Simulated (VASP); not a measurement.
# A VASP study of SiO2 (Stishovite) (PBE + D3(BJ)): structure first, properties next, part 2 of 4

What structure does SiO2 (Stishovite) take at this level, and what are its properties? The start is a cell from a database of measured crystal structures.

VASP 6.6.1; PBE with D3(BJ); plane waves and PAW (Si, O).

So far, gap on the k-mesh (eV): step 2 (full relaxation (PBE + D3(BJ))) 5.26. The relaxed cell has a = 4.202, c = 2.686 Å (conventional setting).

### Step 4. Density, ELF and potential (PBE + D3(BJ))

The relaxed cell gets a fresh self-consistent run, on a basis set for its own volume, to fix the density and to check the remaining stress.

The input, INCAR:

```
SYSTEM = SiO2
PREC = Accurate
ENCUT = 520
EDIFF = 1E-06
NELM = 100
ISMEAR = 0
SIGMA = 0.05
LREAL = .FALSE.
ALGO = Normal
GGA = PE
IVDW = 12
NBANDS = 22
LORBIT = 11
LWAVE = .FALSE.
LCHARG = .TRUE.
ISIF = 2
LELF = .TRUE.
LVHAR = .TRUE.
```

The input, POSCAR:

```
SiO2
1.0
    4.2020487886      0.0000000000      0.0000000000
    0.0000000000      4.2020487886      0.0000000000
    0.0000000000      0.0000000000      2.6855160013
Si O
2 4
Direct
    0.0000000000      0.0000000000      0.0000000000
    0.5000000000      0.5000000000      0.5000000000
    0.3060211004      0.3060211004      0.0000000000
    0.1939788996      0.8060211004      0.5000000000
    0.6939788996      0.6939788996      0.0000000000
    0.8060211004      0.1939788996      0.5000000000
```

The input, KPOINTS:

```
Automatic mesh
0
Gamma
5 5 8
0 0 0
```

The projector-augmented-wave data sets are Si and O (PBE family, release 64).

Run with:

```console
$ mpirun -np 4 vasp_std
```

Log:

```text
[banner, memory and clock lines left out]
running    4 mpi-ranks, on    1 nodes
 distrk:  each k-point on    4 cores,    1 groups
 distr:  one band on    1 cores,    4 groups

 POSCAR found type information on POSCAR SiO
 POSCAR found :  2 types and       6 ions
 LDA part: xc-table for (Slater+PW92), standard interpolation
|                                                                             |
|           W    W    AA    RRRRR   N    N  II  N    N   GGGG   !!!           |
|           W    W   A  A   R    R  NN   N  II  NN   N  G    G  !!!           |
|           W    W  A    A  R    R  N N  N  II  N N  N  G       !!!           |
|           W WW W  AAAAAA  RRRRR   N  N N  II  N  N N  G  GGG   !            |
|           WW  WW  A    A  R   R   N   NN  II  N   NN  G    G                |
|           W    W  A    A  R    R  N    N  II  N    N   GGGG   !!!           |
|                                                                             |
|     The number of bands has been changed from the values supplied in        |
|     The orbitals not found in the WAVECAR file will be initialized with     |
|     random numbers, which is usually adequate. For correlated               |
|     calculations, however, you should redo the groundstate calculation.     |
|     I found NBANDS = 22. Now, NBANDS = 24.                                  |
|                                                                             |

 POSCAR, INCAR and KPOINTS ok, starting setup
 FFT: planning ... GRIDC
 FFT: planning ... GRID_SOFT
 FFT: planning ... GRID
 WAVECAR not read
 entering main loop
       N       E                     dE             d eps       ncg     rms          rms(c)
DAV:   1     0.133399874076E+03    0.13340E+03   -0.17729E+04  1448   0.128E+03
DAV:   2    -0.444053665857E+02   -0.17781E+03   -0.16960E+03  1896   0.282E+02
DAV:   3    -0.508655080307E+02   -0.64601E+01   -0.64351E+01  1920   0.520E+01
DAV:   4    -0.509081672964E+02   -0.42659E-01   -0.42655E-01  1584   0.496E+00
DAV:   5    -0.509085245684E+02   -0.35727E-03   -0.35717E-03  1912   0.427E-01    0.173E+01
DAV:   6    -0.462307367331E+02    0.46778E+01   -0.14371E+01  1792   0.254E+01    0.784E+00
DAV:   7    -0.462762460891E+02   -0.45509E-01   -0.79315E-01  1760   0.510E+00    0.290E+00
DAV:   8    -0.462895076710E+02   -0.13262E-01   -0.27634E-02  1800   0.144E+00    0.108E+00
DAV:   9    -0.462959172825E+02   -0.64096E-02   -0.98270E-03  1800   0.862E-01    0.260E-01
DAV:  10    -0.462961272536E+02   -0.20997E-03   -0.48497E-04  1808   0.163E-01    0.427E-02
DAV:  11    -0.462961038021E+02    0.23451E-04   -0.91260E-05  1784   0.684E-02    0.755E-03
DAV:  12    -0.462961045666E+02   -0.76454E-06   -0.56414E-06  1776   0.172E-02
   1 F= -.47711863E+02 E0= -.47711863E+02  d E =-.229513E-14
```

Run time: 3.2 s. Hardware: 4 MPI ranks of Intel Xeon 6975P-C (Granite Rapids), shared host; peak memory 0.51 GiB; 11 s of CPU time.

From OUTCAR (step 4):

```text
 Found     30 irreducible k-points:

   k-points           NKPTS =     30   k-points in BZ     NKDIM =     30   number of bands    NBANDS=     24

   NELECT =      32.0000    total number of electrons

 E-fermi :   8.2577

 k-point     1 :       0.0000    0.0000    0.0000
  band No.  band energies     occupation
    ...
     12       4.8963      2.00000
     13       5.4840      2.00000
     14       7.1337      2.00000
     15       7.1337      2.00000
     16       8.0085      2.00000
     17      13.2719      0.00000
     18      14.6066      0.00000
     19      16.3288      0.00000
     20      16.3288      0.00000
     21      19.0773      0.00000
    ...

 k-point     2 :       0.2000    0.0000    0.0000
  band No.  band energies     occupation
    ...
     12       4.9837      2.00000
     13       5.5384      2.00000
     14       6.3218      2.00000
     15       7.0673      2.00000
     16       7.7058      2.00000
     17      13.8939      0.00000
     18      14.9380      0.00000
     19      16.4375      0.00000
     20      16.4530      0.00000
     21      19.5892      0.00000
    ...

 Edisp (eV)   -1.41576

  Total      -0.00392    -0.00392    -0.03361    -0.00000     0.00000     0.00000
  in kB      -0.13244    -0.13244    -1.13553    -0.00000     0.00000     0.00000
  external pressure =       -0.47 kB  Pullay stress =        0.00 kB

 POSITION                                       TOTAL-FORCE (eV/Angst)
 -----------------------------------------------------------------------------------
      0.00000      0.00000      0.00000         0.000000      0.000000      0.000000
      2.10102      2.10102      1.34276         0.000000      0.000000      0.000000
      1.28592      1.28592      0.00000         0.001490      0.001490      0.000000
      0.81511      3.38694      1.34276        -0.001490      0.001490      0.000000
      2.91613      2.91613      0.00000        -0.001490     -0.001490     -0.000000
      3.38694      0.81511      1.34276         0.001490     -0.001490     -0.000000
 -----------------------------------------------------------------------------------
    total drift:                                0.000000      0.000000     -0.000000

  FREE ENERGIE OF THE ION-ELECTRON SYSTEM (eV)
  ---------------------------------------------------
  free  energy   TOTEN  =       -47.7118625240 eV

  energy  without entropy=      -47.7118625240  energy(sigma->0) =      -47.71186252

[... 9 parts as in an earlier step ...]

[... 5 further parts left out ...]
```

Numbers from this step:

```yaml
electronic_steps: 12
bands: 24
fermi_energy: 8.258 eV
pressure: -0.04668 GPa
```

Valence electrons inside each PAW sphere by angular momentum. Sphere charges, by row:

| atom | s (e) | p (e) | d (e) | tot (e) |
| --- | --- | --- | --- | --- |
| Si1 | 0.585 | 0.859 | 0 | 1.445 |
| Si2 | 0.585 | 0.859 | 0 | 1.445 |
| O3 | 1.549 | 3.679 | 0 | 5.228 |
| O4 | 1.549 | 3.679 | 0 | 5.228 |
| O5 | 1.549 | 3.679 | 0 | 5.228 |
| O6 | 1.549 | 3.679 | 0 | 5.228 |

Valence density in the ab plane at fractional z = 0.000, with atoms of Si and O within 0.2 Å of it. It is the smooth field of the valence electrons, not physical close to the nuclei.

Ten even steps from '0' (-0.1 e/Å³) to '9' (7.7 e/Å³), each cell a mean:
```
00000000000000
00000000011100
00000000244210
00000001488410
00000001488410
00000000244200
00000000011000
00023210000000
00157520000000
00269730000000
00246520000000
00122100000000
00000000000000
00000000000000
```
Columns run along a (4.2 Å), rows up along b (4.2 Å). Atoms in or near the plane, at fractional coordinates: Si at (0.00, 0.00), O at (0.31, 0.31), O at (0.69, 0.69).

ELF in the ab plane at fractional z = 0.000, with atoms of Si and O within 0.2 Å of it. It is the smooth field of the valence electrons, not physical close to the nuclei.

Values, 14 rows by 14 columns, each cell a mean:
```
0.05 0.09 0.16 0.15 0.08 0.03 0.03 0.13 0.31 0.43 0.47 0.49 0.37 0.14
0.12 0.15 0.19 0.14 0.06 0.03 0.07 0.43 0.70 0.78 0.79 0.79 0.70 0.37
0.18 0.16 0.15 0.09 0.04 0.04 0.20 0.69 0.84 0.81 0.79 0.85 0.79 0.49
0.14 0.10 0.08 0.05 0.03 0.05 0.28 0.75 0.80 0.55 0.53 0.79 0.79 0.47
0.08 0.04 0.03 0.03 0.03 0.06 0.24 0.67 0.74 0.50 0.55 0.81 0.78 0.43
0.04 0.03 0.07 0.14 0.18 0.13 0.14 0.43 0.68 0.74 0.80 0.84 0.70 0.31
0.03 0.10 0.36 0.55 0.58 0.42 0.21 0.19 0.43 0.67 0.75 0.69 0.43 0.13
0.07 0.39 0.76 0.83 0.80 0.73 0.55 0.21 0.14 0.24 0.28 0.20 0.07 0.03
0.14 0.54 0.83 0.79 0.61 0.66 0.73 0.42 0.13 0.06 0.05 0.04 0.03 0.03
0.21 0.59 0.84 0.69 0.38 0.61 0.80 0.58 0.18 0.03 0.03 0.04 0.06 0.08
0.25 0.61 0.85 0.79 0.69 0.79 0.83 0.55 0.14 0.03 0.05 0.09 0.14 0.15
0.22 0.57 0.82 0.85 0.84 0.83 0.76 0.36 0.07 0.03 0.08 0.15 0.19 0.16
0.09 0.31 0.57 0.61 0.59 0.54 0.39 0.10 0.03 0.04 0.10 0.16 0.15 0.09
0.03 0.09 0.22 0.25 0.21 0.14 0.07 0.03 0.04 0.08 0.14 0.18 0.12 0.05
```
Columns run along a (4.2 Å), rows up along b (4.2 Å). Atoms in or near the plane, at fractional coordinates: Si at (0.00, 0.00), O at (0.31, 0.31), O at (0.69, 0.69).

Electrostatic potential energy in the ab plane at fractional z = 0.000, with atoms of Si and O within 0.2 Å of it. With pseudopotentials it is smooth inside the atoms' cores, unlike the true potential.

Values in eV, 14 rows by 14 columns, each cell a mean:
```
-78 -71 -32  -7   0   4   5   5   4   2  -2 -12 -49 -76
-57 -42 -16  -4   1   4   5   4   2  -3  -6  -8 -25 -49
-15 -10  -5  -1   2   3   4   2 -12 -36 -38 -19  -8 -12
 -3  -1   0   2   3   3   2  -3 -33 -50 -50 -38  -6  -2
  3   3   3   3   2   2   0  -5 -35 -52 -50 -36  -3   2
  5   5   4   3   2   0  -1  -3 -15 -35 -33 -12   2   4
  5   5   4   2   0  -2  -2  -3  -3  -5  -3   2   4   5
  5   4   1 -11 -24 -18  -6  -2  -1   0   2   4   5   5
  4   3  -8 -39 -50 -46 -18  -2   0   2   3   3   4   4
  0  -1 -16 -48 -47 -50 -24   0   2   2   3   2   1   0
 -9  -7 -11 -37 -48 -39 -11   2   3   3   2  -1  -4  -7
-39 -27 -11 -11 -16  -8   1   4   4   3   0  -5 -16 -32
-76 -64 -27  -7  -1   3   4   5   5   3  -1 -10 -42 -71
-78 -76 -39  -9   0   4   5   5   5   3  -3 -15 -57 -78
```
Columns run along a (4.2 Å; values clipped at the 3rd and 97th percentile), rows up along b (4.2 Å). Atoms in or near the plane, at fractional coordinates: Si at (0.00, 0.00), O at (0.31, 0.31), O at (0.69, 0.69).

In this run the pressure is -0.05 GPa, small enough to go on.

### Step 5. Band structure (PBE + D3(BJ))

Levels along the symmetry lines show where the bands peak and cross; KPOINTS_OPT computes them in the converged potential.

The input, INCAR:

```
SYSTEM = SiO2
PREC = Accurate
ENCUT = 520
EDIFF = 1E-06
NELM = 100
ISMEAR = 0
SIGMA = 0.05
LREAL = .FALSE.
ALGO = Normal
GGA = PE
IVDW = 12
NBANDS = 32
LORBIT = 11
LWAVE = .FALSE.
LCHARG = .FALSE.
KPAR = 4
```

POSCAR is that of step 4.

KPOINTS is that of step 4.

The input, KPOINTS_OPT:

```
Line mode
16
Line-mode
Reciprocal
  0.00000000   0.00000000   0.00000000 GAMMA
  0.00000000   0.50000000   0.00000000 X

  0.00000000   0.50000000   0.00000000 X
  0.50000000   0.50000000   0.00000000 M

  0.50000000   0.50000000   0.00000000 M
  0.00000000   0.00000000   0.00000000 GAMMA

  0.00000000   0.00000000   0.00000000 GAMMA
  0.00000000   0.00000000   0.50000000 Z

  0.00000000   0.00000000   0.50000000 Z
  0.00000000   0.50000000   0.50000000 R

  0.00000000   0.50000000   0.50000000 R
  0.50000000   0.50000000   0.50000000 A

  0.50000000   0.50000000   0.50000000 A
  0.00000000   0.00000000   0.50000000 Z

  0.00000000   0.50000000   0.00000000 X
  0.00000000   0.50000000   0.50000000 R

  0.50000000   0.50000000   0.00000000 M
  0.50000000   0.50000000   0.50000000 A
```

Run with:

```console
$ mpirun -np 4 vasp_std
```

Log:

```text
[... set-up lines as in an earlier step ...]
 entering main loop
       N       E                     dE             d eps       ncg     rms          rms(c)
DAV:   1     0.120869252606E+03    0.12087E+03   -0.16915E+04  1936   0.961E+02
DAV:   2    -0.449255380135E+02   -0.16579E+03   -0.15948E+03  2368   0.241E+02
DAV:   3    -0.508814929959E+02   -0.59560E+01   -0.59303E+01  2344   0.406E+01
DAV:   4    -0.509083766929E+02   -0.26884E-01   -0.26882E-01  2152   0.317E+00
DAV:   5    -0.509085284488E+02   -0.15176E-03   -0.15176E-03  2336   0.224E-01    0.173E+01
DAV:   6    -0.462467253458E+02    0.46618E+01   -0.84885E+00  2008   0.191E+01    0.781E+00
DAV:   7    -0.462746433869E+02   -0.27918E-01   -0.51466E-01  2304   0.398E+00    0.291E+00
DAV:   8    -0.462890918011E+02   -0.14448E-01   -0.15365E-02  2056   0.101E+00    0.106E+00
DAV:   9    -0.462958599376E+02   -0.67681E-02   -0.79695E-03  2232   0.636E-01    0.275E-01
DAV:  10    -0.462960969310E+02   -0.23699E-03   -0.35644E-04  2200   0.108E-01    0.577E-02
DAV:  11    -0.462961038175E+02   -0.68865E-05   -0.26996E-05  2232   0.403E-02    0.579E-03
DAV:  12    -0.462961046489E+02   -0.83133E-06   -0.31378E-06  2224   0.116E-02
   1 F= -.47711863E+02 E0= -.47711863E+02  d E =-.439612E-18
 Start KPOINTS_OPT (optional k-point list driver)
k-point batch [1-30\144]
       N       E                     dE             ncg
DAV:   1     0.489643254555E+04   -0.99787E+04     1952
DAV:   2     0.438738836359E+02   -0.48526E+04     2344
DAV:   3    -0.134577065407E+03   -0.17845E+03     2440
DAV:   4    -0.135449492306E+03   -0.87243E+00     2112
DAV:   5    -0.135454939700E+03   -0.54474E-02     2320
DAV:   6    -0.135455001002E+03   -0.61301E-04     2216
DAV:   7    -0.135455001886E+03   -0.88451E-06     1944
[...]
k-point batch [121-144\144]
       N       E                     dE             ncg
DAV:   1     0.841974524758E+04   -0.25582E+05     1544
DAV:   2     0.461450594501E+04   -0.38052E+04     1888
DAV:   3     0.447658614982E+04   -0.13792E+03     1880
DAV:   4     0.447591964820E+04   -0.66650E+00     1640
DAV:   5     0.447591549338E+04   -0.41548E-02     1808
DAV:   6     0.447591544995E+04   -0.43429E-04     1656
DAV:   7     0.447591544940E+04   -0.54359E-06     1448
```

Elapsed: 9.8 s, on 4 MPI ranks; peak memory 0.79 GiB.

Parts of OUTCAR (step 5):

```text
   k-points           NKPTS =     30   k-points in BZ     NKDIM =     30   number of bands    NBANDS=     32

   NELECT =      32.0000    total number of electrons

 E-fermi :   8.2974

 k-point     1 :       0.0000    0.0000    0.0000
  band No.  band energies     occupation
    ...
     12       4.8962      2.00000
     13       5.4840      2.00000
     14       7.1337      2.00000
     15       7.1337      2.00000
     16       8.0084      2.00000
     17      13.2718      0.00000
     18      14.6066      0.00000
     19      16.3288      0.00000
     20      16.3288      0.00000
     21      19.0773      0.00000
    ...

 Edisp (eV)   -1.41576

  Total      -0.00317    -0.00317    -0.03302     0.00000     0.00000     0.00000
  in kB      -0.10705    -0.10705    -1.11557     0.00000     0.00000     0.00000
  external pressure =       -0.44 kB  Pullay stress =        0.00 kB

 POSITION                                       TOTAL-FORCE (eV/Angst)
 -----------------------------------------------------------------------------------
      0.00000      0.00000      0.00000        -0.000000      0.000000     -0.000000
      2.10102      2.10102      1.34276        -0.000000      0.000000     -0.000000
      1.28592      1.28592      0.00000         0.001654      0.001654     -0.000000
      0.81511      3.38694      1.34276        -0.001654      0.001654     -0.000000
      2.91613      2.91613      0.00000        -0.001654     -0.001654      0.000000
      3.38694      0.81511      1.34276         0.001654     -0.001654      0.000000
 -----------------------------------------------------------------------------------
    total drift:                                0.000000      0.000000     -0.000000

  FREE ENERGIE OF THE ION-ELECTRON SYSTEM (eV)
  ---------------------------------------------------
  free  energy   TOTEN  =       -47.7118626062 eV

  energy  without entropy=      -47.7118626062  energy(sigma->0) =      -47.71186261

[... 9 parts as in an earlier step ...]

[... 7 further parts left out ...]
```

Numbers from this step:

| Item | Value |
| --- | --- |
| bands | 32 |
| Fermi energy | 8.297 eV |
| pressure | -0.04432 GPa |
| least gap on mesh and path | 5.263 eV |
| least direct gap on mesh and path | 5.263 eV |

The electronic bands at the labelled points (eV, zero at the valence-band top; v1 is the highest filled band, c1 the lowest empty one):

| point | v4 | v3 | v2 | v1 | c1 | c2 | c3 | c4 |
| --- | --- | --- | --- | --- | --- | --- | --- | --- |
| Γ | -2.52 | -0.87 | -0.87 | 0.00 | 5.26 | 6.60 | 8.32 | 8.32 |
| 0.53 of the way | -2.48 | -2.19 | -0.99 | -0.51 | 6.27 | 7.15 | 8.50 | 8.59 |
| X | -2.68 | -2.68 | -1.05 | -1.05 | 7.47 | 7.47 | 8.92 | 8.92 |
| 0.53 of the way | -2.94 | -2.94 | -1.50 | -1.50 | 7.27 | 7.27 | 9.44 | 9.44 |
| M | -2.64 | -2.64 | -2.22 | -2.22 | 7.18 | 7.18 | 9.87 | 9.87 |
| 0.53 of the way | -2.54 | -2.37 | -1.35 | -0.71 | 6.42 | 7.39 | 8.45 | 9.17 |
| Γ | -2.52 | -0.87 | -0.87 | 0.00 | 5.26 | 6.60 | 8.32 | 8.32 |
| 0.47 of the way | -4.26 | -1.41 | -1.41 | -0.67 | 7.05 | 9.41 | 10.01 | 10.80 |
| Z | -3.00 | -3.00 | -2.62 | -2.62 | 8.84 | 8.84 | 12.45 | 12.45 |
| 0.53 of the way | -2.70 | -2.70 | -2.15 | -2.15 | 8.73 | 8.73 | 10.52 | 10.52 |
| R | -2.25 | -2.25 | -1.72 | -1.72 | 8.58 | 8.58 | 9.66 | 9.66 |
| 0.47 of the way | -2.24 | -2.24 | -1.60 | -1.60 | 7.57 | 7.57 | 10.52 | 10.52 |
| A | -1.73 | -1.73 | -1.52 | -1.52 | 6.95 | 6.95 | 10.88 | 10.88 |
| 0.47 of the way | -2.46 | -2.38 | -2.19 | -1.72 | 7.69 | 8.13 | 10.43 | 11.68 |
| Z | -3.00 | -3.00 | -2.62 | -2.62 | 8.84 | 8.84 | 12.45 | 12.45 |
| jump to X | -2.68 | -2.68 | -1.05 | -1.05 | 7.47 | 7.47 | 8.92 | 8.92 |
| 0.47 of the way | -2.87 | -2.87 | -1.37 | -1.37 | 8.72 | 8.72 | 10.48 | 10.48 |
| R | -2.25 | -2.25 | -1.72 | -1.72 | 8.58 | 8.58 | 9.66 | 9.66 |
| jump to M | -2.64 | -2.64 | -2.22 | -2.22 | 7.18 | 7.18 | 9.87 | 9.87 |
| 0.47 of the way | -1.92 | -1.92 | -1.71 | -1.71 | 7.91 | 7.91 | 11.33 | 11.33 |
| A | -1.73 | -1.73 | -1.52 | -1.52 | 6.95 | 6.95 | 10.88 | 10.88 |

Of the projections kept (Si, O), the largest for each band there; the rest of the weight can lie on other orbitals:

| point | v4 | v3 | v2 | v1 | c1 | c2 | c3 | c4 |
| --- | --- | --- | --- | --- | --- | --- | --- | --- |
| Γ | O 0.86 | O 0.99 | O 0.99 | O 1.00 | Si 0.55 | Si 0.76 | Si 0.67 | Si 0.67 |
| X | O 0.98 | O 0.98 | O 0.99 | O 0.99 | Si 0.51 | Si 0.51 | Si 0.64 | Si 0.64 |
| M | O 0.93 | O 0.93 | O 1.00 | O 1.00 | Si 0.60 | Si 0.60 | Si 0.56 | Si 0.56 |
| Γ | O 0.86 | O 0.99 | O 0.99 | O 1.00 | Si 0.55 | Si 0.76 | Si 0.67 | Si 0.67 |
| Z | O 1.00 | O 1.00 | O 0.97 | O 0.97 | Si 0.60 | Si 0.60 | O 0.77 | O 0.77 |
| R | O 0.99 | O 0.99 | O 0.99 | O 0.99 | Si 0.55 | Si 0.55 | Si 0.72 | Si 0.72 |

The path finds the gap of the mesh within 0.02 eV, so the mesh comes close to both band edges.

[end of part 2 of 4]

[Lines on the potential files, build, host, timing and source positions are cut from VASP's logs without a mark.]

[Logs are printed without paths, hosts, clocks, repeated set-up lines and the standing remarks that a program may print on its own settings, such as how far it seeks lower states.]

[Hosts, paths, dates, database ids (printed as entryN), source tags and the programs' standing remarks are cut or masked in the printed files.]

[A measured line is paired with the nearest computed mode of its activity, which favours agreement.]
